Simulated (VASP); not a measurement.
RbAl, 2 atoms in the cell. Symmetry: P4/mmm, No. 123, tetragonal system. Conventional cell: a = 3.644 Å, b = 3.644 Å, c = 5.213 Å, α = 90.00°, β = 90.00°, γ = 90.00°. Rb (site symmetry 4/mmm) is surrounded by 4 Rb at 3.64 Å and 8 Al at 3.67 Å. Al (site symmetry 4/mmm) is surrounded by 4 Al at 3.64 Å and 8 Rb at 3.67 Å. The cell was built by a generator and needn't be a form met in nature.

- Program: VASP 6.6.1
- Task: single point
- Functional: r2SCAN
- Potentials or basis: VASP PAW PBE potentials, release 64 (Rb_sv, Al)
- Cutoff: 520 eV
- k mesh: 9 × 9 × 7
- Occupations: methfessel-paxton, width 0.0524 eV
- Spin: no spin polarisation
- Dipole correction: no
- Further INCAR settings: ALGO = Normal; EDIFF = 1e-07; NBANDS = 13

Potentials or basis: VASP PAW PBE potentials, release 64 (Rb_sv, Al).

Run with:

```bash
$ cat potpaw_PBE.64/Rb_sv/POTCAR potpaw_PBE.64/Al/POTCAR > POTCAR
$ cp INCAR.step1 INCAR
$ mpirun -np 1 vasp_std > vasp.out
$ cp INCAR.step2 INCAR
$ mpirun -np 1 vasp_std > vasp.out
```

Hardware: 1 thread of Intel(R) Xeon(R) Platinum 8259CL CPU @ 2.50GHz (Skylake/Cascade Lake) (shared host).

Q: Estimate the wall time of this run.

A: Run time: 2.6 min on 1 thread of Intel(R) Xeon(R) Platinum 8259CL CPU @ 2.50GHz (Skylake/Cascade Lake), with other jobs on the host, peak memory 0.21 GiB. Counts: scf iterations 12, k points 60.
